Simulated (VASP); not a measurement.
Output of a VASP run:

**OUTCAR**
```
 ion  position               nearest neighbor table
   1  0.500  0.000  0.000-  32 2.60  46 2.60  54 2.60  62 2.60
   2  0.750  0.250  0.000-  32 2.60  33 2.60  44 2.60  55 2.60
   3  0.750  0.000  0.250-  32 2.60  34 2.60  38 2.60  49 2.60
   4  0.000  0.000  0.000-  35 2.60  38 2.60  44 2.60  63 2.60
   5  0.250  0.250  0.000-  35 2.60  36 2.60  54 2.60  60 2.60
   6  0.500  0.500  0.000-  36 2.60  37 2.60  55 2.60  61 2.60
   7  0.750  0.750  0.000-  37 2.60  38 2.60  56 2.60  62 2.60
   8  0.250  0.000  0.250-  35 2.60  39 2.60  46 2.60  57 2.60
   9  0.500  0.250  0.250-  32 2.60  36 2.60  39 2.60  40 2.65
  10  0.750  0.500  0.250-  40 2.59  37 2.60  33 2.60  41 2.60
  11  0.500  0.000  0.500-  39 2.60  42 2.60  49 2.60  59 2.60
  12  0.750  0.250  0.500-  34 2.60  42 2.60  43 2.60  40 2.60
  13  0.750  0.000  0.750-  42 2.60  44 2.60  53 2.60  62 2.60
  14  0.000  0.500  0.000-  33 2.60  45 2.60  56 2.60  60 2.60
  15  0.250  0.750  0.000-  45 2.60  46 2.60  61 2.60  63 2.60
  16  0.000  0.250  0.250-  33 2.60  34 2.60  35 2.60  47 2.60
  17  0.250  0.500  0.250-  36 2.60  45 2.60  47 2.60  48 2.62
  18  0.500  0.750  0.250-  48 2.58  46 2.60  37 2.60  49 2.60
  19  0.000  0.000  0.500-  34 2.60  50 2.60  53 2.60  57 2.60
  20  0.250  0.250  0.500-  39 2.60  47 2.60  50 2.60  51 2.64
  21  0.750  0.750  0.500-  41 2.60  49 2.60  53 2.60  52 2.65
  22  0.250  0.000  0.750-  50 2.60  54 2.60  59 2.60  63 2.60
  23  0.500  0.250  0.750-  42 2.60  54 2.60  55 2.60  51 2.61
  24  0.750  0.500  0.750-  52 2.58  43 2.60  55 2.60  56 2.60
  25  0.000  0.750  0.250-  38 2.60  41 2.60  45 2.60  57 2.60
  26  0.000  0.500  0.500-  41 2.60  43 2.60  47 2.60  58 2.60
  27  0.250  0.750  0.500-  48 2.59  57 2.60  58 2.60  59 2.60
  28  0.000  0.250  0.750-  43 2.60  44 2.60  50 2.60  60 2.60
  29  0.250  0.500  0.750-  51 2.57  58 2.60  60 2.60  61 2.60
  30  0.500  0.750  0.750-  59 2.60  61 2.60  62 2.60  52 2.60
  31  0.000  0.750  0.750-  53 2.60  56 2.60  58 2.60  63 2.60
  32  0.625  0.125  0.125-   1 2.60   2 2.60   3 2.60   9 2.60
  33  0.875  0.375  0.125-   2 2.60  10 2.60  14 2.60  16 2.60
  34  0.875  0.125  0.375-   3 2.60  12 2.60  16 2.60  19 2.60
  35  0.125  0.125  0.125-   4 2.60   5 2.60   8 2.60  16 2.60
  36  0.375  0.375  0.125-   5 2.60   6 2.60   9 2.60  17 2.60
  37  0.625  0.625  0.125-   6 2.60   7 2.60  10 2.60  18 2.60
  38  0.875  0.875  0.125-   3 2.60   4 2.60   7 2.60  25 2.60
  39  0.375  0.125  0.375-   8 2.60   9 2.60  11 2.60  20 2.60
  40  0.625  0.379  0.378-  64 2.56  10 2.59  12 2.60   9 2.65
  41  0.875  0.625  0.375-  10 2.60  21 2.60  25 2.60  26 2.60
  42  0.625  0.125  0.625-  11 2.60  12 2.60  13 2.60  23 2.60
  43  0.875  0.375  0.625-  12 2.60  24 2.60  26 2.60  28 2.60
  44  0.875  0.125  0.875-   2 2.60   4 2.60  13 2.60  28 2.60
  45  0.125  0.625  0.125-  14 2.60  15 2.60  17 2.60  25 2.60
  46  0.375  0.875  0.125-   1 2.60   8 2.60  15 2.60  18 2.60
  47  0.125  0.375  0.375-  16 2.60  17 2.60  20 2.60  26 2.60
  48  0.376  0.627  0.375-  18 2.58  27 2.59  17 2.62  64 2.64
  49  0.625  0.875  0.375-   3 2.60  11 2.60  18 2.60  21 2.60
  50  0.125  0.125  0.625-  19 2.60  20 2.60  22 2.60  28 2.60
  51  0.376  0.379  0.626-  64 2.53  29 2.57  23 2.61  20 2.64
  52  0.623  0.622  0.626-  64 2.57  24 2.58  30 2.60  21 2.65
  53  0.875  0.875  0.625-  13 2.60  19 2.60  21 2.60  31 2.60
  54  0.375  0.125  0.875-   1 2.60   5 2.60  22 2.60  23 2.60
  55  0.625  0.375  0.875-   2 2.60   6 2.60  23 2.60  24 2.60
  56  0.875  0.625  0.875-   7 2.60  14 2.60  24 2.60  31 2.60
  57  0.125  0.875  0.375-   8 2.60  19 2.60  25 2.60  27 2.60
  58  0.125  0.625  0.625-  26 2.60  27 2.60  29 2.60  31 2.60
  59  0.375  0.875  0.625-  11 2.60  22 2.60  27 2.60  30 2.60
  60  0.125  0.375  0.875-   5 2.60  14 2.60  28 2.60  29 2.60
  61  0.375  0.625  0.875-   6 2.60  15 2.60  29 2.60  30 2.60
  62  0.625  0.875  0.875-   1 2.60   7 2.60  13 2.60  30 2.60
  63  0.125  0.875  0.875-   4 2.60  15 2.60  22 2.60  31 2.60
  64  0.500  0.498  0.503-  51 2.53  40 2.56  52 2.57  48 2.64
 Subroutine IBZKPT returns following result:
 Found      1 irreducible k-points:

 Following reciprocal coordinates:
            Coordinates               Weight
  0.000000  0.000000  0.000000      1.000000
   k-points           NKPTS =      1   k-points in BZ     NKDIM =      1   number of bands    NBANDS=    165
   number of dos      NEDOS =    301   number of ions     NIONS =     64
   total plane-waves  NPLWV = 216000
   dimension x,y,z NGX =    60 NGY =   60 NGZ =   60
   dimension x,y,z NGXF=   120 NGYF=  120 NGZF=  120
   ions per type =              31  32   1
   PREC   = normal    normal or accurate (medium, high low for compatibility)
   ISTART =      0    job   : 0-new  1-cont  2-samecut
   ICHARG =      2    charge: 1-file 2-atom 10-const
...
```

### OSZICAR
```
...
       N       E                     dE             d eps       ncg     rms          rms(c)
DAV:   1    -0.267847686007E+03   -0.65338E-04   -0.21862E-02   776   0.258E-01    0.957E-02
RMM:   2    -0.267847839446E+03   -0.15344E-03   -0.17132E-03   660   0.921E-02    0.483E-02
RMM:   3    -0.267847912222E+03   -0.72776E-04   -0.50356E-04   750   0.617E-02    0.105E-01
RMM:   4    -0.267847870873E+03    0.41349E-04   -0.12271E-04   584   0.323E-02    0.217E-02
RMM:   5    -0.267847870443E+03    0.43028E-06   -0.32959E-05   457   0.123E-02
  10 F= -.26784787E+03 E0= -.26784785E+03  d E =-.443810E-02  mag=     5.0000
       N       E                     dE             d eps       ncg     rms          rms(c)
DAV:   1    -0.267848757742E+03   -0.88687E-03   -0.51709E-02   736   0.405E-01    0.149E-01
RMM:   2    -0.267849077152E+03   -0.31941E-03   -0.38105E-03   660   0.140E-01    0.102E-01
RMM:   3    -0.267849240813E+03   -0.16366E-03   -0.12648E-03   738   0.962E-02    0.160E-01
RMM:   4    -0.267849143136E+03    0.97677E-04   -0.32098E-04   675   0.517E-02    0.346E-02
RMM:   5    -0.267849141093E+03    0.20433E-05   -0.77485E-05   526   0.184E-02
  11 F= -.26784914E+03 E0= -.26784912E+03  d E =-.127065E-02  mag=     5.0000
       N       E                     dE             d eps       ncg     rms          rms(c)
DAV:   1    -0.267849130104E+03    0.13032E-04   -0.44217E-02   752   0.375E-01    0.138E-01
RMM:   2    -0.267849401744E+03   -0.27164E-03   -0.32203E-03   660   0.128E-01    0.121E-01
RMM:   3    -0.267849507080E+03   -0.10534E-03   -0.11775E-03   734   0.936E-02    0.147E-01
RMM:   4    -0.267849428335E+03    0.78745E-04   -0.26210E-04   687   0.463E-02    0.316E-02
RMM:   5    -0.267849424887E+03    0.34476E-05   -0.61476E-05   496   0.160E-02
  12 F= -.26784942E+03 E0= -.26784940E+03  d E =-.155444E-02  mag=     5.0000
       N       E                     dE             d eps       ncg     rms          rms(c)
DAV:   1    -0.267849547651E+03   -0.11932E-03   -0.65648E-02   712   0.445E-01    0.161E-01
RMM:   2    -0.267850019630E+03   -0.47198E-03   -0.46805E-03   660   0.159E-01    0.176E-01
RMM:   3    -0.267850079027E+03   -0.59397E-04   -0.16138E-03   740   0.114E-01    0.150E-01
RMM:   4    -0.267850012029E+03    0.66998E-04   -0.32052E-04   695   0.496E-02    0.393E-02
RMM:   5    -0.267850006626E+03    0.54028E-05   -0.63861E-05   484   0.167E-02
  13 F= -.26785001E+03 E0= -.26784998E+03  d E =-.581738E-03  mag=     5.0000
       N       E                     dE             d eps       ncg     rms          rms(c)
DAV:   1    -0.267849995478E+03    0.16551E-04   -0.12790E-03   776   0.644E-02    0.251E-02
RMM:   2    -0.267850004127E+03   -0.86485E-05   -0.86251E-05   626   0.234E-02    0.399E-02
RMM:   3    -0.267849999868E+03    0.42585E-05   -0.33475E-05   440   0.178E-02    0.194E-02
RMM:   4    -0.267849999532E+03    0.33590E-06   -0.76078E-06   385   0.946E-03
  14 F= -.26785000E+03 E0= -.26784998E+03  d E =-.574645E-03  mag=     5.0000
       N       E                     dE             d eps       ncg     rms          rms(c)
DAV:   1    -0.267850167652E+03   -0.16778E-03   -0.27538E-02   704   0.276E-01    0.104E-01
RMM:   2    -0.267850325019E+03   -0.15737E-03   -0.19716E-03   660   0.906E-02    0.290E-02
RMM:   3    -0.267850364926E+03   -0.39907E-04   -0.41572E-04   737   0.482E-02    0.510E-02
RMM:   4    -0.267850360129E+03    0.47971E-05   -0.85961E-05   593   0.249E-02
  15 F= -.26785036E+03 E0= -.26785034E+03  d E =-.360596E-03  mag=     5.0000
```

OUTCAR:
```
------------------------ aborting loop because EDIFF is reached ----------------------------------------
  FORCE on cell =-STRESS in cart. coord.  units (eV):
  Direction    XX          YY          ZZ          XY          YZ          ZX
  --------------------------------------------------------------------------------------
  Total       -5.4054790     -5.3988246     -5.4266918     -0.0025786     -0.0048180      0.0048790
  in kB       -5.0124836     -5.0063129     -5.0321541     -0.0023911     -0.0044677      0.0045242
  external PRESSURE =      -5.0169835 kB  Pullay stress =       0.0000000 kB
  volume of cell :     1727.79
      direct lattice vectors                 reciprocal lattice vectors
    11.999521733  0.000000000  0.000000000     0.083336655  0.000000000  0.000000000
     0.000000000 11.999521733  0.000000000     0.000000000  0.083336655  0.000000000
     0.000000000  0.000000000 11.999521733     0.000000000  0.000000000  0.083336655
  FREE ENERGIE OF THE ION-ELECTRON SYSTEM (eV)
  ---------------------------------------------------
  free  energy   TOTEN  =      -267.8503601285 eV

  energy  without entropy=     -267.8503113877  energy(sigma->0) =     -267.85033576

 total charge

# of ion       s       p       d       tot
------------------------------------------
    1        1.163   1.336   0.210   2.708
    2        1.162   1.357   0.215   2.734
    3        1.162   1.358   0.215   2.734
    4        1.161   1.354   0.214   2.729
    5        1.162   1.357   0.214   2.734
    6        1.162   1.370   0.218   2.750
    7        1.162   1.356   0.214   2.733
    8        1.162   1.357   0.214   2.734
    9        1.164   1.336   0.209   2.709
   10        1.164   1.337   0.210   2.711
   11        1.162   1.371   0.218   2.751
   12        1.164   1.337   0.210   2.711
   13        1.162   1.356   0.214   2.733
   14        1.163   1.334   0.209   2.707
   15        1.162   1.356   0.214   2.733
   16        1.162   1.357   0.215   2.734
   17        1.164   1.336   0.209   2.709
   18        1.164   1.337   0.210   2.711
   19        1.163   1.335   0.210   2.708
   20        1.164   1.336   0.210   2.710
   21        1.164   1.337   0.210   2.710
   22        1.162   1.357   0.214   2.733
   23        1.164   1.338   0.210   2.711
   24        1.164   1.337   0.210   2.710
   25        1.162   1.357   0.214   2.734
   26        1.162   1.371   0.218   2.751
   27        1.164   1.337   0.210   2.711
   28        1.162   1.357   0.214   2.733
   29        1.164   1.337   0.210   2.711
   30        1.164   1.337   0.210   2.711
   31        1.162   1.356   0.214   2.732
   32        1.028   1.470   0.000   2.498
   33        1.028   1.470   0.000   2.498
   34        1.028   1.470   0.000   2.498
   35        1.026   1.476   0.000   2.502
   36        1.026   1.477   0.000   2.503
   37        1.026   1.477   0.000   2.503
   38        1.026   1.476   0.000   2.502
   39        1.026   1.477   0.000   2.503
   40        1.033   1.456   0.000   2.490
   41        1.026   1.477   0.000   2.503
   42        1.026   1.477   0.000   2.503
   43        1.026   1.477   0.000   2.503
   44        1.026   1.476   0.000   2.502
   45        1.028   1.470   0.000   2.498
   46        1.028   1.470   0.000   2.498
   47        1.026   1.477   0.000   2.503
   48        1.033   1.456   0.000   2.489
...
```
(Selected blocks of OUTCAR.)

### POSCAR
```
FeIn31P32
1
   11.9995217332     0.0000000000     0.0000000000
    0.0000000000    11.9995217332    -0.0000000000
   -0.0000000000    -0.0000000000    11.9995217332
In P Fe
31 32 1
Direct
  0.5000000000   0.0000000000   0.0000000000
  0.7500000000   0.2500000000   0.0000000000
  0.7500000000   0.0000000000   0.2500000000
  0.0000000000   0.0000000000   0.0000000000
  0.2500000000   0.2500000000   0.0000000000
  0.5000000000   0.5000000000   0.0000000000
  0.7500000000   0.7500000000   0.0000000000
  0.2500000000   0.0000000000   0.2500000000
  0.5000000000   0.2500000000   0.2500000000
  0.7500000000   0.5000000000   0.2500000000
  0.5000000000   0.0000000000   0.5000000000
  0.7500000000   0.2500000000   0.5000000000
  0.7500000000   0.0000000000   0.7500000000
  0.0000000000   0.5000000000   0.0000000000
  0.2500000000   0.7500000000   0.0000000000
  0.0000000000   0.2500000000   0.2500000000
  0.2500000000   0.5000000000   0.2500000000
  0.5000000000   0.7500000000   0.2500000000
  0.0000000000   0.0000000000   0.5000000000
  0.2500000000   0.2500000000   0.5000000000
  0.7500000000   0.7500000000   0.5000000000
  0.2500000000   0.0000000000   0.7500000000
  0.5000000000   0.2500000000   0.7500000000
  0.7500000000   0.5000000000   0.7500000000
  0.0000000000   0.7500000000   0.2500000000
  0.0000000000   0.5000000000   0.5000000000
  0.2500000000   0.7500000000   0.5000000000
  0.0000000000   0.2500000000   0.7500000000
  0.2500000000   0.5000000000   0.7500000000
  0.5000000000   0.7500000000   0.7500000000
  0.0000000000   0.7500000000   0.7500000000
  0.6250000000   0.1250000000   0.1250000000
  0.8750000000   0.3750000000   0.1250000000
  0.8750000000   0.1250000000   0.3750000000
  0.1250000000   0.1250000000   0.1250000000
  0.3750000000   0.3750000000   0.1250000000
  0.6250000000   0.6250000000   0.1250000000
  0.8750000000   0.8750000000   0.1250000000
  0.3750000000   0.1250000000   0.3750000000
  0.6253970000   0.3789800000   0.3783840000
  0.8750000000   0.6250000000   0.3750000000
  0.6250000000   0.1250000000   0.6250000000
  0.8750000000   0.3750000000   0.6250000000
  0.8750000000   0.1250000000   0.8750000000
  0.1250000000   0.6250000000   0.1250000000
  0.3750000000   0.8750000000   0.1250000000
  0.1250000000   0.3750000000   0.3750000000
  0.3759010000   0.6266260000   0.3753440000
  0.6250000000   0.8750000000   0.3750000000
  0.1250000000   0.1250000000   0.6250000000
  0.3760340000   0.3789900000   0.6264110000
  0.6229730000   0.6215120000   0.6264810000
  0.8750000000   0.8750000000   0.6250000000
  0.3750000000   0.1250000000   0.8750000000
  0.6250000000   0.3750000000   0.8750000000
  0.8750000000   0.6250000000   0.8750000000
  0.1250000000   0.8750000000   0.3750000000
  0.1250000000   0.6250000000   0.6250000000
  0.3750000000   0.8750000000   0.6250000000
  0.1250000000   0.3750000000   0.8750000000
  0.3750000000   0.6250000000   0.8750000000
  0.6250000000   0.8750000000   0.8750000000
  0.1250000000   0.8750000000   0.8750000000
  0.4995470000   0.4976530000   0.5032850000
```

**Question.** Write an INCAR and KPOINTS that could have produced this output.

**Answer.** One answer among several that fit: the input of the run itself, PBE GGA, plane waves, VASP's PBE PAW potentials (set 64).

**KPOINTS**
```
K-points
0
Gamma
1 1 1
```

INCAR:
```
! general
SYSTEM  = FeIn31P32
PREC    = Normal
ENCUT   = 400
LREAL   = Auto
LASPH   = .True.
ISYM    = 0

! electronic loop
EDIFF   = 1E-5
NELM    = 100
NELMIN  = 4
ALGO    = Fast
LMAXMIX = 4

! smearing
ISMEAR  = 0
SIGMA   = 0.05

! functional
GGA     = PE

! spin
ISPIN   = 2
MAGMOM  = 63*0.0 3.0

! ions
IBRION  = 2
NSW     = 60
ISIF    = 2
EDIFFG  = -0.03

! output
LWAVE   = .True.
LCHARG  = .False.
LORBIT  = 10
```

POTCAR, in this order: In P Fe (PBE.64 set). Program: vasp_gam.

The supercell is sampled at Γ alone, which is coarse: total energies, pressure and levels can be off, energies of defects by several tenths of an eV.

The cell is a supercell with a defect, built from InP (zinc blende): Fe_In.
